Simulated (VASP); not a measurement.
## SnO2: transverse stress against strain

SnO2 (rutile, P4_2/mnm, 12.615 Å³/atom and stress up to 0.16 GPa in the relaxed cell, c along z) under a strain ε along c (axis z), the other axes held. PBE in VASP (plane waves, PAW), 600 eV, 8×8×10 Γ-centred mesh, Gaussian smearing 0.05 eV; ions are relaxed, or left where forces stay under 0.02 eV/Å, within the symmetry of each cell. Against the start cell, which lies near the measured one, the relaxed cell differs by 5.6 % in volume and 1.6 % in c; the values below rest on it. Stress is positive for a compressed cell.

Here s stands for strain and y for stress xx.

| strain (%) | stress xx (GPa) |
|---|---|
| -1.50 | 1.81 |
| -1.00 | 1.13 |
| -0.50 | 0.47 |
| 0.00 | -0.16 |
| 0.50 | -0.79 |
| 1.00 | -1.40 |
| 1.50 | -2.00 |
| 3.00 | ? |

**Question.** Using a straight line, estimate the missing y at s = 3.00 from the other rows, showing the fit.

**Answer.** Means: s 0, y -0.134. About the means, the sum of products is -8.8750 and the sum of squares of s is 7.0000; the slope is their ratio. Least squares gives y = -0.134 - 1.2679·s. Residuals (row less fit): 0.042, -0.004, -0.030, -0.026, -0.022, 0.002, 0.036; standard error 0.032 (degrees of freedom: 5). The slope gives the elastic constant C13 = 127 ± 1 GPa (± standard error of the fit, which holds the terms cut off). At the withheld row, y = -0.134 - 1.2679 × 3.0 = -3.938 GPa. The calculation gives -3.68 GPa, 0.258 GPa above the prediction (4.7 % of the range of y in the table). The row lies outside the fitted rows, so this is an extrapolation. From the scatter of the fitted rows alone, a prediction at this place has a standard error of 0.050 GPa, so the miss is 5.2 times that.

A polynomial of degree 2 through the 12 other runs of the series gives -3.67 there, so most of the miss is curvature that the fit leaves out. Rows are the converged runs of the series near zero and its far end; series whose fitted rows scatter by over a few per cent of the range, as at a crossing or softening among them, aren't shown in this form, nor equations of state whose B0' disagrees with the runs' pressures. Most that stay on the fit to the last digits aren't either.
